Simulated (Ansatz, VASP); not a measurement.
Two plane-wave programs on Ba2MgSb2

```xyz
5
Lattice="5.6018 0.0000 0.0000 -2.8009 4.8513 0.0000 0.0000 0.0000 7.3166" Properties=species:S:1:pos:R:3 pbc="T T T"
Ba    0.0000    3.2342    5.1802
Ba    2.8009    1.6171    2.1364
Mg    0.0000    0.0000    0.0000
Sb    0.0000    3.2342    1.4086
Sb    2.8009    1.6171    5.9079
```

Alike in both runs: functional PBE; k mesh 6 × 6 × 2; occupations gaussian, width 0.1 eV; no spin polarisation.

Ansatz relaxed the structure, and its values are those at the end. VASP's run is a single point on that final structure, the one shown.

|  | VASP | Ansatz |
| --- | --- | --- |
| version | VASP 6.6.1 | Ansatz 0.2.0 |
| potentials or method | VASP PAW PBE potentials, release 64 (Ba_sv, Mg, Sb) | scalar-relativistic, plane waves, PAW |
| plane-wave cutoff (eV) | 520 | 420 |
| valence electrons in the cell | 32 | 60 |

|  | VASP | Ansatz | Ansatz less VASP |
| --- | --- | --- | --- |
| gap on the k mesh at the Fermi level (eV) | none | none | - |
| pressure (GPa) | 0.3 | -0.1 | -0.30 |
| rms of the force components (eV/Å) | 0.005 | 0.008 | +0.0031 |

A gap of «none» marks a metal or a gap that the smearing closes. The two sets of potentials don't hold the same shells in valence.

Caveats: the k mesh is coarse (spacing up to 0.43 Å⁻¹), so the values aren't converged. Spin-orbit coupling is left out, which matters for the levels of Ba, Sb.
